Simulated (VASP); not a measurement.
Computed with LDA (Ceperley-Alder, Perdew-Zunger), VASP's LDA PAW potentials (set 64) (plane waves; VASP).

The input files of a VASP run:

File KPOINTS:
```
kpoints
0
Gamma
 7 7 7
```

POSCAR:
```
Ni3Al
1
    3.5700000000     0.0000000000     0.0000000000
    0.0000000000     3.5700000000     0.0000000000
    0.0000000000     0.0000000000     3.5700000000
Al Ni
1 3
Direct
  0.0000000000   0.0000000000   0.0000000000
  0.0000000000   0.5000000000   0.5000000000
  0.5000000000   0.0000000000   0.5000000000
  0.5000000000   0.5000000000   0.0000000000
```

### INCAR
```
NELM  =  100   ! most electronic steps
LREAL  =  .FALSE.
SYSTEM  =  Ni3Al
ENCUT  =  300   ! plane-wave cut-off (eV)
ISIF  =  2
LMAXMIX  =  4   ! l cut-off of mixed one-centre charges
MAGMOM  =  0.0 3*0.5
LWAVE  =  .FALSE.
LCHARG  =  .FALSE.
ALGO  =  Normal   ! blocked Davidson
LASPH  =  .TRUE.   ! aspherical one-centre terms
EDIFF  =  1E-6   ! SCF stop (eV)
LORBIT  =  11   ! lm-projected
PREC  =  Accurate
ISPIN  =  2
ISMEAR  =  0
SIGMA  =  0.1
```

POTCAR, in this order: Al Ni (LDA.64 set). Program: vasp_std.

**Question.** What will the output report for the number of irreducible k-points (NKPTS), largest plane-wave count, number of space-group operations, FFT grid (NGX, NGY, NGZ)?

**Answer.** 
```
Item                                          Result
--------------------------------------  ------------
number of irreducible k-points (NKPTS)            20
largest plane-wave count                         543
number of space-group operations                  48
FFT grid (NGX, NGY, NGZ)                20 × 20 × 20
```

The structure is a typed Ni3Al crystal. The cell was not relaxed at this level.
